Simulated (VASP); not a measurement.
All values below come from PBEsol GGA, VASP's PBE PAW potentials (set 64) (plane waves; VASP).

Input for VASP

File KPOINTS:
```
Automatic
0
gamma
 11 11 11
```

**INCAR**
```
NELM = 100   ! most electronic steps
SYSTEM = Al
ALGO = Normal   ! blocked Davidson
LASPH = .True.
EDIFF = 1E-6
SIGMA = 0.136   ! width (eV)
LCHARG = .False.
PREC = Accurate
ISMEAR = -1   ! Fermi-Dirac
ENCUT = 180   ! plane-wave cut-off (eV)
LREAL = .False.
GGA = PS   ! PBEsol
LWAVE = .False.
ISIF = 2   ! forces and stress, cell fixed
```

**POSCAR**
```
Al
1
    0.0000000000     2.1112500000     2.1112500000
    2.1112500000     0.0000000000     2.1112500000
    2.1112500000     2.1112500000     0.0000000000
Al
1
Direct
  0.0000000000   0.0000000000   0.0000000000
```

POTCAR, in this order: Al (PBE.64 set). Program: vasp_std.

The resulting files:

File OSZICAR:
```
       N       E                     dE             d eps       ncg     rms          rms(c)
DAV:   1    -0.341691800672E+01   -0.34169E+01   -0.46333E+02   680   0.132E+02
DAV:   2    -0.403795688204E+01   -0.62104E+00   -0.58714E+00   760   0.148E+01
DAV:   3    -0.404129646535E+01   -0.33396E-02   -0.33366E-02   725   0.104E+00
DAV:   4    -0.404129894023E+01   -0.24749E-05   -0.24749E-05   745   0.266E-02
DAV:   5    -0.404129894129E+01   -0.10641E-08   -0.92725E-09   690   0.533E-04    0.160E+00
DAV:   6    -0.402513772538E+01    0.16161E-01   -0.29128E-03   640   0.295E-01    0.884E-01
DAV:   7    -0.401419470637E+01    0.10943E-01   -0.76937E-03   680   0.476E-01    0.185E-01
DAV:   8    -0.401415598286E+01    0.38724E-04   -0.24403E-05   755   0.399E-02    0.504E-03
DAV:   9    -0.401415519242E+01    0.79044E-06   -0.50899E-07   520   0.391E-03
   1 F= -.40141552E+01 E0= -.40019312E+01  d E =-.244479E-01
```

**OUTCAR**
```
------------------------ aborting loop because EDIFF is reached ----------------------------------------
  FORCE on cell =-STRESS in cart. coord.  units (eV):
  Direction    XX          YY          ZZ          XY          YZ          ZX
  --------------------------------------------------------------------------------------
  Total       -1.0137978     -1.0137978     -1.0137978     -0.0000000     -0.0000000      0.0000000
  in kB      -86.3004257    -86.3004257    -86.3004257     -0.0000000     -0.0000000      0.0000000
  external PRESSURE =     -86.3004257 kB  Pullay stress =       0.0000000 kB
  volume of cell :       18.82
      direct lattice vectors                 reciprocal lattice vectors
     0.000000000  2.111250000  2.111250000    -0.236826525  0.236826525  0.236826525
     2.111250000  0.000000000  2.111250000     0.236826525 -0.236826525  0.236826525
     2.111250000  2.111250000  0.000000000     0.236826525  0.236826525 -0.236826525
 POSITION                                       TOTAL-FORCE (eV/Angst)
 -----------------------------------------------------------------------------------
      0.00000      0.00000      0.00000         0.000000     -0.000000      0.000000
 -----------------------------------------------------------------------------------
    total drift:                                0.000000     -0.000000     -0.000000
  FREE ENERGIE OF THE ION-ELECTRON SYSTEM (eV)
  ---------------------------------------------------
  free  energy   TOTEN  =        -4.0141551924 eV

  energy  without entropy=       -3.9897072695  energy(sigma->0) =       -4.00193123
```
(Selected blocks of OUTCAR.)

At this cut-off the stress carries a Pulay error, which pulls relaxed volumes low.

The structure comes from a computed database's Al entry; how it stands against other phases isn't given here. The cell was not relaxed at this level, and its volume differs by +9.3 % from the start's. The run is one of a series of settings (ENCUT = 180 against the base run), some of them coarse on purpose.
